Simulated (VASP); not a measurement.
# GaGe: relaxation of cell and atoms with r2SCAN

GaGe:

```
CELL_PARAMETERS angstrom
0.00000 2.89784 2.89784
2.89784 0.00000 2.89784
2.89784 2.89784 0.00000
ATOMIC_POSITIONS crystal
Ge 0.00000 0.00000 0.00000
Ga 0.25000 0.25000 0.25000
```

The cell comes from a database or a generator and needn't be the stable form of this composition.

- Program: VASP 6.6.1
- Task: relaxation of cell and atoms
- Functional: r2SCAN
- Potentials or basis: VASP PAW PBE potentials, release 64 (Ge_d, Ga_d)
- Cutoff: 600 eV
- k mesh: 8 × 8 × 8
- Occupations: fermi-dirac, width 0.05 eV
- Spin: no spin polarisation
- Ladder: gaps
- Further INCAR settings: ALGO = Normal; EDIFF = 1e-06; IBRION = 2; EDIFFG = -0.02; NSW = 60; ISIF = 3

```json
{
 "Relaxed volume": "23.33 Å³/atom",
 "Relaxed cell": "a = 4.041 Å, b = 4.041 Å, c = 4.041 Å, α = 60.00°, β = 60.00°, γ = 60.00°",
 "Space group after relaxing (to 0.05 Å)": "F-43m (No. 216)",
 "Energy gained by relaxing": "7.0 meV/atom",
 "Ionic steps": "3",
 "Pressure after relaxing": "0.1 GPa",
 "Band gap on the k mesh": "none (metal or under the smearing width)"
}
```

The path:
```csv
step,energy change (eV),largest force (eV/Å),pressure (GPa),volume (Å³)
1,0.0000,0.0000,-2.16,48.67
2,-0.0138,0.0000,0.34,46.39
3,-0.0141,0.0000,0.05,46.66
```

Final structure:
```xyz
2
Lattice="0.0000 2.8575 2.8575 2.8575 0.0000 2.8575 2.8575 2.8575 0.0000" Properties=species:S:1:pos:R:3 pbc="T T T"
Ge    0.0000    0.0000    0.0000
Ga    1.4287    1.4287    1.4287
```

Levels at points of the mesh, in eV from the Fermi level:
| k point | band 11 | band 12 | band 13 | band 14 | band 15 | band 16 | band 17 |
| --- | --- | --- | --- | --- | --- | --- | --- |
| (0.00, 0.00, 0.00) | -11.21 | 1.86 | 1.86 | 1.86 | 3.00 | 4.72 | 4.72 |
| (0.50, 0.00, 0.00) | -9.03 | -5.68 | 0.41 | 0.41 | 2.65 | 5.78 | 5.78 |
| (0.50, 0.50, 0.00) | -7.85 | -6.11 | -1.39 | -1.39 | 2.66 | 2.79 | 12.14 |

It took 2.5 min on 1 thread of Intel(R) Xeon(R) 6975P-C (Granite Rapids), with other jobs on the host, peak memory 0.24 GiB.

Caveat: the PAW data sets were made with another functional, which shifts forces and pressure a little.
